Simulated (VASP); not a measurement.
An input for Ansatz (written as the equivalent of a VASP run, and not itself run):

Ansatz 0.2 input:
```yaml
crystal:
  lattice:
    - [4.7086000, 0.0000000, 0.0000000]
    - [0.0000000, 4.7086000, 0.0000000]
    - [0.0000000, 0.0000000, 4.7086000]
  atoms:
    - { symbol: Si, position: [0.1660070, 0.3315840, 0.6706650] }
    - { symbol: Si, position: [0.3160060, 0.6635920, 0.1785160] }
    - { symbol: Si, position: [0.6532530, 0.1621240, 0.3443310] }
    - { symbol: Si, position: [0.8591270, 0.8476270, 0.8253110] }
    - { symbol: Ru, position: [0.8839650, 0.6182010, 0.3532250] }
    - { symbol: Ru, position: [0.6191120, 0.3786300, 0.8654120] }
    - { symbol: Ru, position: [0.3590090, 0.8564170, 0.6295000] }
    - { symbol: Ru, position: [0.1435210, 0.1418260, 0.1330400] }
kpoints:
  mp_grid: { grid: [2, 2, 2], shift: [0.5, 0.5, 0.5] }
hamiltonian:
  xc: pbesol
  pseudopotentials: { kind: paw }
scf:
  occupations: { method: gaussian, width: 0.05 }
  max_iter: 100
output: { forces: true, stress: true, eigenvalues: true }
```

Question: Write the VASP files for the same calculation (PBEsol).

Answer: Several could match; the one computed here: 
**KPOINTS**
```
Regular mesh
0
gamma
2 2 2
0.5 0.5 0.5
```

### INCAR
```
ALGO=Normal
EDIFF=1E-6
ENCUT=300
GGA=PS
ISIF=2
ISMEAR=0
LASPH=.TRUE.
LCHARG=.FALSE.
LMAXMIX=4
LREAL=.FALSE.
LWAVE=.FALSE.
NELM=100
PREC=Accurate
SIGMA=0.05
SYSTEM=SiRu
```

### POSCAR
```
SiRu
9.41720
  0.5000000000   0.0000000000   0.0000000000
  0.0000000000   0.5000000000   0.0000000000
  0.0000000000   0.0000000000   0.5000000000
Si Ru
4 4
Cart
  0.0830035000   0.1657920000   0.3353325000
  0.1580030000   0.3317960000   0.0892580000
  0.3266265000   0.0810620000   0.1721655000
  0.4295635000   0.4238135000   0.4126555000
  0.4419825000   0.3091005000   0.1766125000
  0.3095560000   0.1893150000   0.4327060000
  0.1795045000   0.4282085000   0.3147500000
  0.0717605000   0.0709130000   0.0665200000
```

POTCAR, in this order: Si Ru_pv (PBE.64 set). Program: vasp_std.

What does not carry over: each code has its own PAW files, so the cut-off isn't converted (ENCUT is set for VASP's; basis.ecutwfc is left out, and Ansatz then takes the one that its files recommend); Ansatz stops its SCF on the density residual and VASP on the energy change (EDIFF).

The structure comes from a computed database's SiRu entry; how it stands against other phases isn't given here. The cell was not relaxed at this level, atoms are displaced from their ideal sites. The k-mesh is coarse (spacing up to 0.67 per Å, 2π included), so the numbers may not be converged in it. The run is one of a series of settings (KPOINTS 2×2×2 Γ-centred mesh shifted by (0.5, 0.5, 0.5) against the base run), some of them coarse on purpose.
